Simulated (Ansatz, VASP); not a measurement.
# C (Diamond) in two plane-wave programs

Aim: how closely do two programs agree when they are given the same cell, functional and k mesh? The cell is taken from a series of runs on this material, whose earlier steps may have relaxed, scaled, displaced or heated it; both programs get it as it stands.

Main program and level: Ansatz 0.2.0; plane waves, with VASP 6.6.1 beside it; zone-centre phonons at LDA.

### 1. Starting point

Symmetry: Fd-3m, No. 227, cubic system. The conventional cell has a = 3.531 Å, b = 3.531 Å, c = 3.531 Å, α = 90.00°, β = 90.00°, γ = 90.00°. C has 4 C at 1.53 Å nearest.

Structure file:

```cif
data_structure
_symmetry_space_group_name_H-M 'P 1'
_symmetry_Int_Tables_number 1
_cell_length_a 2.4971
_cell_length_b 2.4971
_cell_length_c 2.4971
_cell_angle_alpha 60.000
_cell_angle_beta 60.000
_cell_angle_gamma 60.000
_cell_volume 11.01
loop_
_atom_site_label
_atom_site_type_symbol
_atom_site_fract_x
_atom_site_fract_y
_atom_site_fract_z
_atom_site_occupancy
C1 C 0.50000 0.50000 0.50000 1
C2 C 0.75000 0.75000 0.75000 1
```

### 2. VASP: zone-centre phonons, LDA

Second derivatives magnify differences that forces hide, and they need a tight electronic threshold.

Lines of VASP's logs that name or quote its potential files are left out, and so is its time.

INCAR

```
SYSTEM = C
PREC = Accurate
ENCUT = 600
EDIFF = 1E-08
NELM = 120
ISMEAR = -1
SIGMA = 0.03
LREAL = .FALSE.
ALGO = Normal
GGA = PW92
NELECT = 7.997798
NBANDS = 9
LORBIT = 11
LWAVE = .FALSE.
LCHARG = .FALSE.
ISIF = 2
IBRION = 8
LASPH = .TRUE.
GGA_COMPAT = .FALSE.
KPAR = 2
```

POSCAR

```
C
1.0
    0.0000000000      1.7657332855      1.7657332855
    1.7657332855      0.0000000000      1.7657332855
    1.7657332855      1.7657332855      0.0000000000
C
2
Direct
    0.5000000000      0.5000000000      0.5000000000
    0.7500000000      0.7500000000      0.7500000000
```

KPOINTS

```
Automatic mesh
0
Gamma
34 34 34
0 0 0
```

The projector-augmented-wave data sets are C (LDA family, release 64).

The run is started by

```sh
mpirun -np 2 vasp_std
```

Numbers of over 12 decimals in the logs are rounded to 6 here.

The program printed:

```text
[banner, memory and clock lines left out]
running    2 mpi-ranks, on    1 nodes
 distrk:  each k-point on    1 cores,    2 groups
 distr:  one band on    1 cores,    1 groups

 POSCAR found type information on POSCAR C
 POSCAR found :  1 types and       2 ions
|                                                                             |
|               ----> ADVICE to this user running VASP <----                  |
|                                                                             |
|     You enforced a specific xc type in the INCAR file but a different       |
|     [... a line on the potential file left out ...]
|     I HOPE YOU KNOW WHAT YOU ARE DOING!                                     |
|                                                                             |

 LDA part: xc-table for (Slater(with rela. corr.)+PW92), standard interpolation
 POSCAR, INCAR and KPOINTS ok, starting setup
 FFT: planning ... GRIDC
 FFT: planning ... GRID_SOFT
 FFT: planning ... GRID
 WAVECAR not read
 entering main loop
       N       E                     dE             d eps       ncg     rms          rms(c)
DAV:   1    -0.688593650349E+00   -0.68859E+00   -0.46272E+03 20039   0.825E+02
DAV:   2    -0.208728063066E+02   -0.20184E+02   -0.19513E+02 28162   0.133E+02
DAV:   3    -0.211660723665E+02   -0.29327E+00   -0.29258E+00 21993   0.144E+01
DAV:   4    -0.211667082152E+02   -0.63585E-03   -0.63578E-03 24942   0.740E-01
DAV:   5    -0.211667088336E+02   -0.61841E-06   -0.61763E-06 21644   0.188E-02BRMIX: very serious problems
 the old and the new charge density differ
 old charge density:     8.00000 new    7.99780
BRMIX: very serious problems
 the old and the new charge density differ
 old charge density:     8.00000 new    7.99780
    0.588E+00
DAV:   6    -0.205248928920E+02    0.64182E+00   -0.41735E-01 19864   0.499E+00    0.342E+00
DAV:   7    -0.203012736559E+02    0.22362E+00   -0.48389E-01 20855   0.539E+00    0.759E-01
DAV:   8    -0.203009429208E+02    0.33074E-03   -0.76338E-03 20757   0.847E-01    0.298E-02
DAV:   9    -0.203009323918E+02    0.10529E-04   -0.34230E-05 21494   0.533E-02    0.228E-02
DAV:  10    -0.203009337836E+02   -0.13918E-05   -0.13770E-06 21521   0.114E-02    0.377E-03
DAV:  11    -0.203009337234E+02    0.60216E-07   -0.57574E-08 23907   0.208E-03    0.410E-04
DAV:  12    -0.203009337098E+02    0.13561E-07   -0.63341E-10 12679   0.285E-04    0.951E-05
DAV:  13    -0.203009337079E+02    0.19330E-08   -0.31751E-11 11281   0.615E-05
   1 F= -.20300934E+02 E0= -.20300886E+02  d E =-.959434E-04
 Linear response reoptimize wavefunctions to high precision
DAV:   1    -0.203009337075E+02    0.45384E-09   -0.13224E-12 11914   0.131E-05
DAV:   2    -0.203009337075E+02    0.54001E-11   -0.31273E-13 11041   0.306E-06
 Linear response DOF=           1
 Linear response progress:
  Degree of freedom:   1/  1
       N       E                     dE             d eps       ncg     rms          rms(c)
RMM:   1    -0.119755842337E+00   -0.11976E+00   -0.17236E-02233654   0.231E+00
RMM:   2    -0.110969641829E+00    0.87862E-02   -0.24895E-03152544   0.448E-01    0.201E-01
RMM:   3    -0.111144209124E+00   -0.17457E-03   -0.29612E-04149981   0.139E-01    0.109E-01
RMM:   4    -0.112046634031E+00   -0.90242E-03   -0.31895E-04149572   0.143E-01    0.138E-02
RMM:   5    -0.112000330763E+00    0.46303E-04   -0.56769E-06161797   0.165E-02    0.107E-03
RMM:   6    -0.112001268728E+00   -0.93796E-06   -0.23388E-07159548   0.123E-03    0.474E-04
RMM:   7    -0.111998634317E+00    0.26344E-05   -0.36779E-08164391   0.502E-04    0.693E-05
RMM:   8    -0.111998942126E+00   -0.30781E-06   -0.10718E-08164649   0.203E-04    0.155E-05
RMM:   9    -0.111998699618E+00    0.24251E-06   -0.97983E-09170774   0.168E-04    0.155E-06
RMM:  10    -0.111998703760E+00   -0.41429E-08   -0.27008E-08165226   0.150E-04    0.350E-07
 first order change of Fermi-energy   0.21997E-04
 force on displaced ion       1 direction 1 : -34.874  -0.000  -0.000
 Linear response finished
```

OUTCAR, selected parts (step 2):

```text
NELECT = 7.997798

 ion  position               nearest neighbor table
   1  0.500  0.500  0.500-   2 1.53   2 1.53   2 1.53   2 1.53
   2  0.750  0.750  0.750-   1 1.53   1 1.53   1 1.53   1 1.53

  LATTYP: Found a face centered cubic cell.
 ALAT       =     3.5314665710

 Subroutine GETGRP returns: Found 48 space group operations
 (whereof 24 operations were pure point group operations)

The static configuration has the point symmetry T_d .
 The point group associated with its full space group is O_h .

 Found   1059 irreducible k-points:

   k-points           NKPTS =   1059   k-points in BZ     NKDIM =   1059   number of bands    NBANDS=      9

   dimension x,y,z NGX =    20 NGY =   20 NGZ =   20
   dimension x,y,z NGXF=    40 NGYF=   40 NGZF=   40

   ENCUT  =  600.0 eV  44.10 Ry    6.64 a.u.   4.99  4.99  4.99*2*pi/ulx,y,z

 k-points in reciprocal lattice and weights: Automatic mesh
   0.00000000  0.00000000  0.00000000       0.000
   0.02941176  0.00000000  0.00000000       0.000
   0.05882353  0.00000000  0.00000000       0.000
   0.08823529  0.00000000  0.00000000       0.000
   0.11764706  0.00000000  0.00000000       0.000
   0.14705882  0.00000000  0.00000000       0.000
   0.17647059  0.00000000  0.00000000       0.000
   0.20588235  0.00000000  0.00000000       0.000
   0.23529412  0.00000000  0.00000000       0.000
[...]
-0.26470588  0.47058824  0.23529412       0.001
  -0.26470588  0.50000000  0.23529412       0.000

 average (electrostatic) potential at core
       1 -49.0857       2 -49.0857

  Total       -0.0212826     -0.0212826     -0.0212826      0.0000000      0.0000000      0.0000000
  in kB       -3.0969225     -3.0969225     -3.0969225      0.0000000      0.0000000      0.0000000
  external PRESSURE =      -3.0969225 kB  Pullay stress =       0.0000000 kB

  energy-cutoff  :      600.00
  volume of cell :       11.01
      direct lattice vectors                 reciprocal lattice vectors
     0.000000000  1.765733286  1.765733286    -0.283168474  0.283168474  0.283168474
     1.765733286  0.000000000  1.765733286     0.283168474 -0.283168474  0.283168474
     1.765733286  1.765733286  0.000000000     0.283168474  0.283168474 -0.283168474

 POSITION                                       TOTAL-FORCE (eV/Angst)
 -----------------------------------------------------------------------------------
      1.76573      1.76573      1.76573         0.000000      0.000000      0.000000
      2.64860      2.64860      2.64860        -0.000000     -0.000000     -0.000000
 -----------------------------------------------------------------------------------
    total drift:                                0.000000     -0.000000      0.000000

 Eigenvectors and eigenvalues of the dynamical matrix
 ----------------------------------------------------

   1 f  =   37.672905 THz   236.705841 2PiTHz 1256.632833 cm-1   155.802544 meV
             X         Y         Z           dx          dy          dz
      1.765733  1.765733  1.765733     0.707107    0.000000    0.000000
      2.648600  2.648600  2.648600    -0.707107    0.000000    0.000000

   2 f  =   37.672905 THz   236.705841 2PiTHz 1256.632833 cm-1   155.802544 meV
             X         Y         Z           dx          dy          dz
      1.765733  1.765733  1.765733     0.000000    0.149117    0.691205
      2.648600  2.648600  2.648600     0.000000   -0.149117   -0.691205

   3 f  =   37.672905 THz   236.705841 2PiTHz 1256.632833 cm-1   155.802544 meV
             X         Y         Z           dx          dy          dz
      1.765733  1.765733  1.765733     0.000000    0.691205   -0.149117
      2.648600  2.648600  2.648600     0.000000   -0.691205    0.149117

   4 f  =    0.000000 THz     0.000000 2PiTHz    0.000000 cm-1     0.000000 meV
             X         Y         Z           dx          dy          dz
      1.765733  1.765733  1.765733     0.707107    0.000000    0.000000
      2.648600  2.648600  2.648600     0.707107    0.000000    0.000000

   5 f/i=    0.000000 THz     0.000001 2PiTHz    0.000008 cm-1     0.000001 meV
             X         Y         Z           dx          dy          dz
      1.765733  1.765733  1.765733     0.000000   -0.612646    0.353080
      2.648600  2.648600  2.648600     0.000000   -0.612646    0.353080

   6 f/i=    0.000001 THz     0.000003 2PiTHz    0.000017 cm-1     0.000002 meV
             X         Y         Z           dx          dy          dz
      1.765733  1.765733  1.765733     0.000000    0.353080    0.612646
      2.648600  2.648600  2.648600     0.000000    0.353080    0.612646

 ELASTIC MODULI CONTR FROM IONIC RELAXATION (kBar)
 Direction    XX          YY          ZZ          XY          YZ          ZX
 --------------------------------------------------------------------------------
 XX          -0.0000     -0.0000     -0.0000      0.0000     -0.0000      0.0000
 YY          -0.0000     -0.0000     -0.0000      0.0000      0.0000     -0.0000
 ZZ          -0.0000     -0.0000     -0.0000     -0.0000      0.0000      0.0000
 XY           0.0000      0.0000     -0.0000    -75.4935      0.0000      0.0000
 YZ          -0.0000      0.0000      0.0000      0.0000    -75.4935      0.0000
 ZX           0.0000     -0.0000      0.0000      0.0000      0.0000    -75.4935
 --------------------------------------------------------------------------------
```

The cell is charged against a uniform background.

### 3. Ansatz: zone-centre phonons, LDA

Ansatz runs on its PAW soft_1 files.

The same cell, functional (in two slightly different forms), mesh and smearing now go to Ansatz, which takes its cutoff from its data sets.

input.yaml

```yaml
crystal:
  lattice:
    - [0.0, 1.7657332855, 1.7657332855]
    - [1.7657332855, 0.0, 1.7657332855]
    - [1.7657332855, 1.7657332855, 0.0]
  atoms:
    - { symbol: C, position: [0.5, 0.5, 0.5] }
    - { symbol: C, position: [0.75, 0.75, 0.75] }
total_charge: 0.002202
kpoints:
  mp_grid: { grid: [34, 34, 34] }
hamiltonian:
  xc: lda
  pseudopotentials: { kind: paw, azcp: { folder: soft_1 }, xc_functional: pbe }
scf:
  occupations: { method: fermi_dirac, width: 0.03 }
output:
  eigenvalues: true
phonons:
  method: dfpt
```

The run is started by

```sh
ansatz run input.yaml --threads 4 --pin off --max-ram 16384MiB --backend cpu --events-out ev --progress --plain --runs-dir out
```

The program printed:

```text
zone centre: on kpoints.mp_grid the ground state, and the responses unless they are solved on pairs of k-points, stand on 2844 of the mesh's 39304 k-points, reduced under 8 symmetry operations, with k and −k counted as one. Each operation leaves every solved displacement unchanged or reverses it
Engine: ansatz 0.2.0, x86_64-unknown-linux-gnu
Pseudopotentials: kind: paw
Pseudopotential: C, paw, valence charge 4, recommended cutoff 420 eV (normal), soft_1/C.paw.azcp
Functional definition: SPW92
  exchange = slater_x
  correlation = pw_c
Crystal: 2 atoms, lattice volume = 11.010 Å³
Basis set: ecut = 420 eV, 181 PW (Γ), exchange–correlation on 40×40×40 points (8 copies of the dense FFT grid, shifted against one another)
Bands: 8, of which v1, the nominal top of the filled ones, is band 4 counted from 1 (3 counted from 0)
Symmetry: 48 space group operations
k-points: 2844 of 39304 (irreducible under 8 space group operations, time reversal used)
Non-local potential: C, projectors of the file, l = 0: 2, l = 1: 2, l = 2: 1
PAW form: soft (Blöchl's): semilocal exchange-correlation on the pseudo side does not see the compensation charge
PAW frozen core: C, regenerated for the run's functional, and the local potential with it (the file was generated under x = pbe(κ = 0.804, μ = 0.219515), c = pbe(β = 0.066725))
PAW one-centre angular grid: C, 110 points (default); XC on 64 Gauss nodes
Initial density: superposition of atomic densities (chi_scale 0.1, normalization cell)
Initial wavefunctions: pseudopotential atomic-orbital guess
Functional: x = slater, c = lda
SCF iter   1: F=—  HF=-486.749568 eV  |F-HF|=—  |Δ(HF+E_count)|=         —  Δρ=1.47e-1  dr2=1.68e0  ethr=3.10e-3  ⟨swp⟩=4.8  Hψ=147104  notcnv=0
preconditioner: auto → none  [metal: Δε(μ)=0.042 eV  Ē_g=19.988 eV  σ=0.030 eV  W_gap=0.31  n_scr=0 (ndim 8)  ℏωp=31.6 eV  f_vac=0.000  D(μ)=0.03/eV (n_scr^D=0)]
SCF iter   2: F=—  HF=-486.126468 eV  |F-HF|=—  |Δ(HF+E_count)|=   6.23e-1  Δρ=6.08e-2  dr2=2.74e-1  ethr=3.10e-3  ⟨swp⟩=2.8  Hψ=66306  notcnv=0
SCF iter   3: F=—  HF=-486.020276 eV  |F-HF|=—  |Δ(HF+E_count)|=   1.06e-1  Δρ=3.81e-3  dr2=5.14e-4  ethr=3.10e-3  ⟨swp⟩=2.3  Hψ=45003  notcnv=0
SCF iter   4: F=—  HF=-486.020433 eV  |F-HF|=—  |Δ(HF+E_count)|=   1.58e-4  Δρ=1.47e-4  dr2=8.92e-7  ethr=6.43e-6  ⟨swp⟩=2.8  Hψ=41707  notcnv=0
SCF iter   5: F=—  HF=-486.020434 eV  |F-HF|=—  |Δ(HF+E_count)|=   8.30e-7  Δρ=1.98e-5  dr2=1.00e-8  ethr=1.12e-8  ⟨swp⟩=2.0  Hψ=31152  notcnv=0
SCF iter   6: F=-486.020434 eV  HF=-486.020434 eV  |F-HF|=9.09e-13  |Δ(HF+E_count)|=   5.40e-9  Δρ=2.82e-7  dr2=2.26e-12  ethr=1.00e-12  ⟨swp⟩=5.0  Hψ=104479  notcnv=0
SCF 1 converged in 6 iterations: F = -486.020434 eV  dr2 = 2.26e-12
  greatest PAW one-centre occupation: 0.643 electrons in one spin orbital (limit 2), on the C atom at site 1 (counted from 0), in its partial waves of l = 0
DFPT response loops at Γ: preconditioner auto → Kerker (q_TF=auto, 2.587 Å⁻¹) (partly filled bands, converged f_vac=0.000); β = 1.00, the filter's whole step (`scf.mixing.beta` (0.50) is not read by the response loops under this deck's `scf.mixing.preconditioner`; to damp them name `kerker` or `kerker_dos`, under which they read `scf.mixing.beta`, and type it under 1.00, their step now; both keys bind the ground state too); Broyden in place of MSR1
SCF converged after 6 iterations
Free energy (F): -486.020434 eV
Harris-Foulkes:  -486.020434 eV  (|F-HF|=9.09e-13)
Internal energy: -486.020339 eV  (E = F + TS)
E sigma→0 (E₀):  -486.020386 eV
Entropy (-TS):   -0.000095 eV (-0.048 meV/atom)
Fermi energy:    13.553052 eV
--- Per-component energies (eV) ---
  E_band       = 36.300106
  E_kinetic    = 181.559932
  E_local      = -109.796092  (includes V_loc(G=0)·N_el)
  E_nonlocal   = 48.017000
  E_hartree    = 25.816655
  E_xc         = -95.172255
  E_vxc        = -117.878963  (∫ρ·V_xc dr)
  E_paw        = -185.134368  (= ΣΔE_a)
  E_vpaw       = -17.235117  (= ΣTr[D̂ρ^β])
  E_aug_tail   = 0.000038  (compensation charges beyond the density's cutoff)
  E_ewald      = -351.436914
  E_core_change = 0.125665  (= ΣΔE_core)
  E_smearing   = -0.000095  (= −TS)
  E_closure    = 0.000000  (closes the sum)
  E_deformation_potential = 0.048937  (in the stress; not in F)
  Σ components = -486.020434   (vs F -486.020434, Δ=0.00e0)
--- Band table (eV; the first three rows and the last of 2844) ---
  k-point 0: bands = ["-8.1013", "13.6372", "13.6372", "13.6372", "19.2612", "19.2612", "19.2612", "27.7952"]
  k-point 1: bands = ["-8.0769", "13.4588", "13.5913", "13.5913", "19.3196", "19.3196", "19.3753", "27.8085"]
  k-point 2: bands = ["-8.0037", "12.9714", "13.4619", "13.4619", "19.4867", "19.4867", "19.6780", "27.8499"]
  k-point 2843: bands = ["1.6741", "1.6741", "5.0322", "5.0322", "24.0711", "24.0711", "26.4694", "26.4694"]
--- Phonons (Γ-DFPT): 1 representative perturbation + reference, on 2844 of 39304 k-points (Σ response iterations 3) ---
  k mesh reduced under 8 symmetry operations, with k and −k counted as one. Each operation leaves every solved displacement unchanged or reverses it
  ASR residual: 2.563e-5 → 0.000e0 eV/Å²; symmetrization residual: 1.214e-13 eV/Å²
  ASR residual per site (eV/Å²): 2.56e-5 2.56e-5
  Γ frequencies (cm⁻¹): 0.00 0.00 0.00 1251.23 1251.23 1251.23
  non-analytic LO–TO correction: not included (Born effective charges unavailable; polar crystals: no LO–TO splitting at Γ)
```

### 4. Comparison

Known differences besides the potentials themselves: the cutoff is 420 eV in Ansatz and 600 eV in VASP; VASP's log shows a relativistic correction to its local exchange, Ansatz's none. Total energies have different zeros and are not compared.

Both answers:

```tsv
quantity	Ansatz	VASP	difference
optical mode 1 to 3 (cm⁻¹)	1251.2	1256.6	-0.43 %
```

Modes are paired by rising frequency, not by their patterns, so a pair may set unlike modes beside each other; they are those without the splitting of longitudinal modes. The cell carries a charge of +0.002202 e against a uniform background, so its pressure also hangs on how the neutralising background is counted, and in a defect's cell a gap may be the spacing between its levels.

### 5. Summary of results

- r.m.s. difference of the optical zone-centre modes, each program's sorted by frequency (zone-centre phonons, LDA): 5.4 cm⁻¹

In words: The r.m.s. difference of the optical zone-centre modes, each program's sorted by frequency is 5.4 cm⁻¹ (zone-centre phonons, LDA). Such differences can come from data sets, numerical settings and the points named under the comparisons, not from the functional's error against experiment.

[Lines on the potential files, build, host, timing and source positions are cut from VASP's logs without a mark.]

[Logs are printed without paths, hosts, clocks, repeated set-up lines and the standing remarks that a program may print on its own settings, such as how far it seeks lower states.]

[Hosts, paths, dates, database ids (printed as entryN), source tags and the programs' standing remarks are cut or masked in the printed files.]
